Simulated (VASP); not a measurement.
# Na3AlO3 (C2/m) in VASP: a series of runs

The runs below take Na3AlO3 through single point, with PBEsol.

Program: VASP 6.6.1. These are calculated values, not measurements. Logs are shortened: lines on timing, memory, paths and dates and some standing lists are left out, and cuts for length are marked.

## 1. The structure

Symmetry: C2/m, No. 12, monoclinic system. Conventional cell: a = 5.886 Å, b = 12.780 Å, c = 5.524 Å, α = 90.00°, β = 104.85°, γ = 90.00°. Around Na (site symmetry 2) lie 4 O at 2.29 to 2.33 Å. Na (site symmetry m) is surrounded by 4 O at 2.28 to 2.48 Å. Na (site symmetry 2) has 4 O at 2.41 to 2.62 Å as nearest neighbours. Al (site symmetry 2) has 4 O at 1.75 to 1.84 Å as nearest neighbours. O (site symmetry 1) is surrounded by 1 Al at 1.75 Å. Around O (site symmetry m) lie 2 Al at 1.84 Å.

The cell was built by a generator and needn't be a form met in nature.

## 2. Single point, PBEsol

INCAR reads:

```
SYSTEM = Na3AlO3
PREC     = Accurate       ! precision mode
ENCUT    = 520            ! plane-wave cutoff, eV
EDIFF    = 1E-6           ! SCF threshold, eV
ISMEAR   = 0              ! smearing method
SIGMA    = 0.03           ! smearing width, eV
LREAL    = .FALSE.        ! projectors in reciprocal space
LASPH    = .TRUE.         ! aspherical terms in the spheres
NELM     = 80             ! most SCF steps
ALGO     = Fast           ! electronic algorithm
ISIF     = 2              ! what is computed and relaxed
LWAVE    = .FALSE.        ! write WAVECAR
LCHARG   = .FALSE.        ! write CHGCAR
GGA      = PS             ! functional
KPAR     = 4
```

KPOINTS reads:

```
regular mesh
0
G
  6 6 6
  0 0 0
```

POSCAR reads:

```
Na3AlO3
1.0
    2.9430780000     -6.3898000000      0.0000000000
    2.9430780000      6.3898000000      0.0000000000
   -1.4155620000      0.0000000000      5.3391790000
Na Al O
6 2 6
Direct
    0.7598130000      0.2401870000      0.5000000000
    0.2401870000      0.7598130000      0.5000000000
    0.2335740000      0.2335740000      0.4707550000
    0.7664260000      0.7664260000      0.5292450000
    0.6667810000      0.3332190000      0.0000000000
    0.3332190000      0.6667810000      0.0000000000
    0.0997370000      0.9002630000      0.0000000000
    0.9002630000      0.0997370000      0.0000000000
    0.9599220000      0.6265420000      0.7660520000
    0.3734580000      0.0400780000      0.2339480000
    0.8567730000      0.8567730000      0.1512260000
    0.6265420000      0.9599220000      0.7660520000
    0.0400780000      0.3734580000      0.2339480000
    0.1432270000      0.1432270000      0.8487740000
```

Potentials or basis: VASP PAW PBE potentials, release 64 (Na_pv, Al, O).

Launch:

```bash
cat potpaw_PBE.64/Na_pv/POTCAR potpaw_PBE.64/Al/POTCAR potpaw_PBE.64/O/POTCAR > POTCAR
mpirun -np 4 vasp_std > vasp.out
```

OUTCAR:

```text
SYSTEM = Na3AlO3
   PREC = Accurate
   ENCUT = 520
   EDIFF = 1E-6
   ISMEAR = 0
   LREAL = .FALSE.
   LASPH = .TRUE.
   NELM = 80
   ISIF = 2
   GGA = PS

 ion  position               nearest neighbor table
   1  0.760  0.240  0.500-   9 2.29  10 2.29  12 2.33  13 2.33
   2  0.240  0.760  0.500-  12 2.29  13 2.29   9 2.33  10 2.33
   3  0.234  0.234  0.471-  14 2.28   8 2.91   7 2.91
   4  0.766  0.766  0.529-  11 2.28   8 2.91   7 2.91
   5  0.667  0.333  0.000-   8 2.98   7 3.07   7 3.07
   6  0.333  0.667  0.000-   7 2.98   8 3.07   8 3.07
   7  0.100  0.900  0.000-   9 1.75  10 1.75  11 1.84  14 1.84   8 2.55   4 2.91   3 2.91   6 2.98
                             5 3.07   5 3.07
   8  0.900  0.100  0.000-  12 1.75  13 1.75  11 1.84  14 1.84   7 2.55   4 2.91   3 2.91   5 2.98
                             6 3.07   6 3.07
   9  0.960  0.627  0.766-   7 1.75   1 2.29   2 2.33
  10  0.373  0.040  0.234-   7 1.75   1 2.29   2 2.33
  11  0.857  0.857  0.151-   7 1.84   8 1.84   4 2.28
  12  0.627  0.960  0.766-   8 1.75   2 2.29   1 2.33
  13  0.040  0.373  0.234-   8 1.75   2 2.29   1 2.33
  14  0.143  0.143  0.849-   7 1.84   8 1.84   3 2.28

  LATTYP: Found a base centered monoclinic cell.
 ALAT       =     5.8861560000
 B/A-ratio  =     2.1711283221
 C/A-ratio  =     0.9384128563
 COS(beta)  =    -0.2562731923

  Lattice vectors:

 A1 = (   2.9430780000,  -6.3898000000,   0.0000000000)
 A2 = (   2.9430780000,   6.3898000000,   0.0000000000)
 A3 = (  -1.4155620000,   0.0000000000,   5.3391790000)

Analysis of symmetry for initial positions (statically):
=====================================================================
 Subroutine PRICEL returns:
 Original cell was already a primitive cell.

 Routine SETGRP: Setting up the symmetry group for a
 base centered monoclinic supercell.

 Subroutine GETGRP returns: Found  4 space group operations
 (whereof  4 operations were pure point group operations)
 out of a pool of  4 trial point group operations.

The static configuration has the point symmetry C_2h.

Analysis of symmetry for dynamics (positions and initial velocities):
=====================================================================
 Subroutine PRICEL returns:
 Original cell was already a primitive cell.

 Routine SETGRP: Setting up the symmetry group for a
 base centered monoclinic supercell.

 Subroutine GETGRP returns: Found  4 space group operations
 (whereof  4 operations were pure point group operations)
 out of a pool of  4 trial point group operations.

The dynamic configuration has the point symmetry C_2h.

 Subroutine INISYM returns: Found  4 space group operations
 (whereof  4 operations are pure point group operations),
 and found     1 'primitive' translations

----------------------------------------------------------------------------------------

                                     Primitive cell

  volume of cell :     200.8138

  direct lattice vectors                    reciprocal lattice vectors
     2.943078000 -6.389800000  0.000000000     0.169890163 -0.078249710  0.045042517
     2.943078000  6.389800000  0.000000000     0.169890163  0.078249710  0.045042517
    -1.415562000  0.000000000  5.339179000     0.000000000  0.000000000  0.187294713

  length of vectors
     7.035001930  7.035001930  5.523644464     0.192391561  0.192391561  0.187294713

  position of ions in fractional coordinates (direct lattice)
     0.759813000  0.240187000  0.500000000
     0.240187000  0.759813000  0.500000000
     0.233574000  0.233574000  0.470755000
     0.766426000  0.766426000  0.529245000
     0.666781000  0.333219000  0.000000000
     0.333219000  0.666781000  0.000000000
     0.099737000  0.900263000  0.000000000
     0.900263000  0.099737000  0.000000000
     0.959922000  0.626542000  0.766052000
     0.373458000  0.040078000  0.233948000
     0.856773000  0.856773000  0.151226000
     0.626542000  0.959922000  0.766052000
     0.040078000  0.373458000  0.233948000
     0.143227000  0.143227000  0.848774000

  ion indices of the primitive-cell ions
   primitive index   ion index
                 1           1
                 2           2
                 3           3
                 4           4
[... 24 lines left out ...]
     0.000000000  0.000000000  0.031215786     0.000000000  0.000000000  0.166666667

  Length of vectors
     0.032065260  0.032065260  0.031215786

  Shift w.r.t. Gamma in fractional coordinates (k-lattice)
     0.000000000  0.000000000  0.000000000

 Subroutine IBZKPT returns following result:
 ===========================================

 Found     68 irreducible k-points:

 Following reciprocal coordinates:
            Coordinates               Weight
  0.000000  0.000000  0.000000      1.000000
  0.166667  0.000000  0.000000      4.000000
  0.333333  0.000000  0.000000      4.000000
  0.500000  0.000000  0.000000      2.000000
  0.166667  0.166667  0.000000      2.000000
  0.333333  0.166667  0.000000      4.000000
[... 16 lines left out ...]
 -0.333333  0.166667  0.166667      4.000000
 -0.166667  0.166667  0.166667      4.000000
 [... further k-points ...]
   k-points           NKPTS =     68   k-points in BZ     NKDIM =     68   number of bands    NBANDS=     50
   number of dos      NEDOS =    301   number of ions     NIONS =     14
   total plane-waves  NPLWV = 122472
   dimension x,y,z NGX =    54 NGY =   54 NGZ =   42
   dimension x,y,z NGXF=   108 NGYF=  108 NGZF=   84
   ions per type =               6   2   6
   NGX,Y,Z   is equivalent  to a cutoff of  12.76, 12.76, 12.64 a.u.
   NGXF,Y,Z  is equivalent  to a cutoff of  25.52, 25.52, 25.28 a.u.
 SYSTEM =  Na3AlO3
   PREC   = accura    normal or accurate (medium, high low for compatibility)
   ISTART =      0    job   : 0-new  1-cont  2-samecut
   ICHARG =      2    charge: 1-file 2-atom 10-const
   ISPIN  =      1    spin polarized calculation?
   LNONCOLLINEAR =      F non collinear calculations
   LSORBIT =      F    spin-orbit coupling
   LASPH  =      T    aspherical Exc in radial PAW
   ENCUT  =  520.0 eV  38.22 Ry    6.18 a.u.  13.08 13.08 10.27*2*pi/ulx,y,z
   NELM   =     80;   NELMIN=  2; NELMDL= -5     # of ELM steps
   EDIFF  = 0.1E-05   stopping-criterion for ELM
   LREAL  =      F    real-space projection
   EDIFFG = 0.1E-04   stopping-criterion for IOM
   NSW    =      0    number of steps for IOM
   IBRION =     -1    ionic relax: 0-MD 1-quasi-New 2-CG
   NFREE  =      0    steps in history (QN), initial steepest desc. (CG)
   ISIF   =      2    stress and relaxation
   ISYM   =      2    0-nonsym 1-usesym 2-fastsym
   POTIM  = 0.5000    time-step for ionic-motion
   TEBEG  =    0.0;   TEEND  =   0.0 temperature during run
   PSTRESS=    0.0 pullay stress
   NELECT =      84.0000    total number of electrons
   NUPDOWN=      -1.0000    fix difference up-down
   EMIN   =  10.00;   EMAX   =-10.00  energy-range for DOS
   EFERMI =   0.00;   METHOD = LEGACY
   ISMEAR =     0;   SIGMA  =   0.03  broadening in eV -4-tet -1-fermi 0-gaus
   EFERMI_NEDOS =   21; number of points for ismear=-14 and -15
   IALGO  =     68    algorithm
   IMIX   =      4    mixing-type and parameters
     AMIX     =   0.40;   BMIX     =  1.00
     AMIX_MAG =   1.60;   BMIX_MAG =  1.00
  volume/ion in A,a.u.               =      14.34        96.80
  Fermi-wavevector in a.u.,A,eV,Ry     =   1.224344  2.313674 20.395378  1.499018
  Thomas-Fermi vector in A             =   2.359422
   LORBIT       =      0    0 simple, 1 ext, 2 COOP (PROOUT), +10 PAW based schemes
   GGA     = PS    functional components
   LHFCALC =     F    Hartree Fock is set to
   AEXX    =    0.0000 exact exchange contribution
   IVDW    =     0    specifies the selected vdW correction
   LEPSILON=     F    determine dielectric tensor
   LRPA    =     F    only Hartree local field effects (RPA)
 non-spin polarized calculation
 RMM-DIIS sequential band-by-band and
 Gauss-broadening in eV      SIGMA  =   0.03
  energy-cutoff  :      520.00
  volume of cell :      200.81
 maximum number of plane-waves:      5430
 NGX is ok and might be reduce to    54
   NGX = 27   NGY = 27   NGZ = 21

 number of electron      84.0000006 magnetization

 Free energy of the ion-electron system (eV)
  ---------------------------------------------------
  ext. energy  EPLUGINS =         0.00000000
  ---------------------------------------------------
  free energy    TOTEN  =       -75.64682366 eV

  energy without entropy =      -75.64682366  energy(sigma->0) =      -75.64682366

 E-fermi :   0.7402     XC(G=0):  -8.8966

 val. band max:        0.5998909036   @ k =   0.1667   0.1667   0.5000
 cond. band min:       3.0568764728   @ k =   0.0000   0.0000   0.0000
 fundamental gap:      2.4569855692
 Fermi energy:         0.7402199840

 k-point     1 :       0.0000    0.0000    0.0000
  band No.  band energies     occupation
      1     -21.5063      2.00000
      2     -21.3551      2.00000
      3     -21.3138      2.00000
      4     -21.2916      2.00000
      5     -21.2905      2.00000
      6     -21.2876      2.00000
[... 1261 lines left out ...]
     49       9.4555      0.00000
     50       9.9147      0.00000

 [... further k-points ...]

------------------------ aborting loop because EDIFF is reached ----------------------------------------

  FORCE on cell =-STRESS in cart. coord.  units (eV):
  Direction    XX          YY          ZZ          XY          YZ          ZX
  --------------------------------------------------------------------------------------
  -------------------------------------------------------------------------------------
  Total       -2.1290646     -2.2384020     -2.3547973      0.0000000      0.0000000      0.0651487
  in kB      -16.9865783    -17.8589188    -18.7875691      0.0000000      0.0000000      0.5197839
  external PRESSURE =     -17.8776887 kB  Pullay stress =       0.0000000 kB

 VOLUME and BASIS-vectors are now :
 -----------------------------------------------------------------------------
  energy-cutoff  :      520.00
  volume of cell :      200.81
      direct lattice vectors                 reciprocal lattice vectors
     2.943078000 -6.389800000  0.000000000     0.169890163 -0.078249710  0.045042517
     2.943078000  6.389800000  0.000000000     0.169890163  0.078249710  0.045042517
    -1.415562000  0.000000000  5.339179000     0.000000000  0.000000000  0.187294713

 POSITION                                       TOTAL-FORCE (eV/Angst)
 -----------------------------------------------------------------------------------
      2.23530     -3.32031      2.66959        -0.000000     -0.002561     -0.000000
      2.23530      3.32031      2.66959         0.000000      0.002561      0.000000
      0.70847      0.00000      2.51345        -0.054602     -0.000000     -0.022301
      3.76212      0.00000      2.82573         0.054602     -0.000000      0.022301
      2.94308     -2.13139      0.00000         0.000000     -0.029652      0.000000
      2.94308      2.13139      0.00000         0.000000      0.029652      0.000000
      2.94308      5.11520      0.00000         0.000000      0.039151     -0.000000
      2.94308     -5.11520      0.00000         0.000000     -0.039151      0.000000
      3.58469     -2.13023      4.09009         0.045583      0.019403      0.052849
      0.88590     -2.13023      1.24909        -0.045583      0.019403     -0.052849
      4.82903      0.00000      0.80742         0.160335     -0.000000     -0.063135
      3.58469      2.13023      4.09009         0.045583     -0.019403      0.052849
      0.88590      2.13023      1.24909        -0.045583     -0.019403     -0.052849
     -0.35844      0.00000      4.53176        -0.160335     -0.000000      0.063135
 -----------------------------------------------------------------------------------
    total drift:                               -0.000000      0.000000      0.000000

  FREE ENERGIE OF THE ION-ELECTRON SYSTEM (eV)
  ---------------------------------------------------
  free  energy   TOTEN  =       -75.6468236589 eV

  energy  without entropy=      -75.6468236589  energy(sigma->0) =      -75.64682366
```

Wall time 3.3 min (4 MPI ranks of AMD EPYC 9R45 (Zen 5), shared host); peak memory 0.64 GiB.

Results:

```yaml
Free_energy: -75.6468 eV
Pressure: -1.8 GPa
Largest_force: 0.172 eV/Å
Band_gap_on_the_k_mesh: 2.46 eV, indirect (least direct gap 2.49 eV)
```

Forces on the atoms (eV/Å):
```
Na   0.000 -0.003  0.000
Na   0.000  0.003  0.000
Na  -0.055  0.000 -0.022
Na   0.055  0.000  0.022
Na   0.000 -0.030  0.000
Na   0.000  0.030  0.000
Al   0.000  0.039  0.000
Al   0.000 -0.039  0.000
O    0.046  0.019  0.053
O   -0.046  0.019 -0.053
O    0.160  0.000 -0.063
O    0.046 -0.019  0.053
O   -0.046 -0.019 -0.053
O   -0.160  0.000  0.063
```

Levels at points of the mesh, in eV from the valence-band top:
```csv
k point,band 38,band 39,band 40,band 41,band 42,band 43,band 44,band 45,band 46,band 47
"(0.00, 0.00, 0.00)",-0.56,-0.33,-0.29,-0.16,-0.03,2.46,5.69,5.92,6.29,6.87
"(0.50, 0.00, 0.00)",-0.47,-0.39,-0.35,-0.11,-0.09,4.38,4.75,6.18,6.34,6.98
"(0.50, 0.50, 0.00)",-0.67,-0.24,-0.15,-0.13,-0.08,3.74,4.35,6.06,6.69,6.89
"(0.00, 0.00, 0.50)",-0.59,-0.57,-0.25,-0.07,-0.03,4.32,4.50,6.70,6.81,6.95
"(0.50, 0.00, 0.50)",-0.40,-0.37,-0.24,-0.02,-0.01,4.45,5.53,6.36,6.41,6.95
"(0.50, 0.50, 0.50)",-0.41,-0.39,-0.19,-0.14,-0.10,4.78,5.39,5.58,6.05,6.78
```

Caveat: the PAW data sets were made with another functional, which shifts forces and pressure a little. A hybrid or GW would open this gap; PBEsol tends to underestimate it.

## 3. Single point, PBEsol

INCAR reads:

```
  PREC = Accurate
  ENCUT = 520
  EDIFF = 1E-6
  ISMEAR = 0
  SIGMA = 0.03
  LREAL = False
  LASPH = True
  NELM = 80
  ALGO = Fast
  ISIF = 2
  LWAVE = False
  LCHARG = False
  GGA = PS
  NBANDS = 55
  KPAR = 8
```

KPOINTS reads:

```
regular mesh
0
Gamma
  6 6 6
```

POSCAR is that of step 2.

Potentials or basis: VASP PAW PBE potentials, release 64 (Na_pv, Al, O).

Launch:

```bash
cat potpaw_PBE.64/Na_pv/POTCAR potpaw_PBE.64/Al/POTCAR potpaw_PBE.64/O/POTCAR > POTCAR
mpirun -np 8 vasp_std > vasp.out
```

OUTCAR:

```text
PREC = Accurate
   ENCUT = 520
   EDIFF = 1E-6
   ISMEAR = 0
   LREAL = False
   LASPH = True
   NELM = 80
   ISIF = 2
   GGA = PS

 ion  position               nearest neighbor table
   1  0.760  0.240  0.500-   9 2.29  10 2.29  12 2.33  13 2.33
   2  0.240  0.760  0.500-  12 2.29  13 2.29   9 2.33  10 2.33
   3  0.234  0.234  0.471-  14 2.28   8 2.91   7 2.91
   4  0.766  0.766  0.529-  11 2.28   8 2.91   7 2.91
   5  0.667  0.333  0.000-   8 2.98   7 3.07   7 3.07
   6  0.333  0.667  0.000-   7 2.98   8 3.07   8 3.07
   7  0.100  0.900  0.000-   9 1.75  10 1.75  11 1.84  14 1.84   8 2.55   4 2.91   3 2.91   6 2.98
                             5 3.07   5 3.07
   8  0.900  0.100  0.000-  12 1.75  13 1.75  11 1.84  14 1.84   7 2.55   4 2.91   3 2.91   5 2.98
                             6 3.07   6 3.07
   9  0.960  0.627  0.766-   7 1.75   1 2.29   2 2.33
  10  0.373  0.040  0.234-   7 1.75   1 2.29   2 2.33
  11  0.857  0.857  0.151-   7 1.84   8 1.84   4 2.28
[... 1595 lines left out ...]

------------------------ aborting loop because EDIFF is reached ----------------------------------------

  FORCE on cell =-STRESS in cart. coord.  units (eV):
  Direction    XX          YY          ZZ          XY          YZ          ZX
  --------------------------------------------------------------------------------------
  -------------------------------------------------------------------------------------
  Total       -2.0940894     -2.2017957     -2.3198534      0.0000000      0.0000000      0.0663773
  in kB      -16.7075314    -17.5668580    -18.5087718      0.0000000      0.0000000      0.5295865
  external PRESSURE =     -17.5943871 kB  Pullay stress =       0.0000000 kB

 VOLUME and BASIS-vectors are now :
 -----------------------------------------------------------------------------
  energy-cutoff  :      520.00
  volume of cell :      200.81
      direct lattice vectors                 reciprocal lattice vectors
     2.943078000 -6.389800000  0.000000000     0.169890163 -0.078249710  0.045042517
     2.943078000  6.389800000  0.000000000     0.169890163  0.078249710  0.045042517
    -1.415562000  0.000000000  5.339179000     0.000000000  0.000000000  0.187294713

 POSITION                                       TOTAL-FORCE (eV/Angst)
 -----------------------------------------------------------------------------------
      2.23530     -3.32031      2.66959        -0.000000     -0.002498      0.000000
      2.23530      3.32031      2.66959        -0.000000      0.002498      0.000000
      0.70847      0.00000      2.51345        -0.054540      0.000000     -0.022268
      3.76212      0.00000      2.82573         0.054540      0.000000      0.022268
      2.94308     -2.13139      0.00000        -0.000000     -0.029623      0.000000
      2.94308      2.13139      0.00000        -0.000000      0.029623      0.000000
      2.94308      5.11520      0.00000        -0.000000      0.039009      0.000000
      2.94308     -5.11520      0.00000        -0.000000     -0.039009     -0.000000
      3.58469     -2.13023      4.09009         0.045481      0.019572      0.052635
      0.88590     -2.13023      1.24909        -0.045481      0.019572     -0.052635
      4.82903      0.00000      0.80742         0.160499      0.000000     -0.063263
      3.58469      2.13023      4.09009         0.045481     -0.019572      0.052635
      0.88590      2.13023      1.24909        -0.045481     -0.019572     -0.052635
     -0.35844      0.00000      4.53176        -0.160499      0.000000      0.063263
 -----------------------------------------------------------------------------------
    total drift:                               -0.000000      0.000000      0.000000

  FREE ENERGIE OF THE ION-ELECTRON SYSTEM (eV)
  ---------------------------------------------------
  free  energy   TOTEN  =       -75.6468246091 eV

  energy  without entropy=      -75.6468246091  energy(sigma->0) =      -75.64682461
```

It took 2.9 min on 8 MPI ranks of Intel Xeon Platinum 8488C (Sapphire Rapids), shared host; peak memory 0.71 GiB.

What came out:

```
Free energy            : -75.6468 eV
Pressure               : -1.8 GPa
Largest force          : 0.173 eV/Å
Band gap on the k mesh : 2.46 eV, indirect (least direct gap 2.49 eV)
```

Forces in eV/Å, atoms in the order of the input:
```
Na   0.000 -0.002  0.000
Na   0.000  0.002  0.000
Na  -0.055  0.000 -0.022
Na   0.055  0.000  0.022
Na   0.000 -0.030  0.000
Na   0.000  0.030  0.000
Al   0.000  0.039  0.000
Al   0.000 -0.039  0.000
O    0.045  0.020  0.053
O   -0.045  0.020 -0.053
O    0.160  0.000 -0.063
O    0.045 -0.020  0.053
O   -0.045 -0.020 -0.053
O   -0.160  0.000  0.063
```

Caveat: the PAW data sets were made with another functional, which shifts forces and pressure a little. A k mesh can miss the band edges.
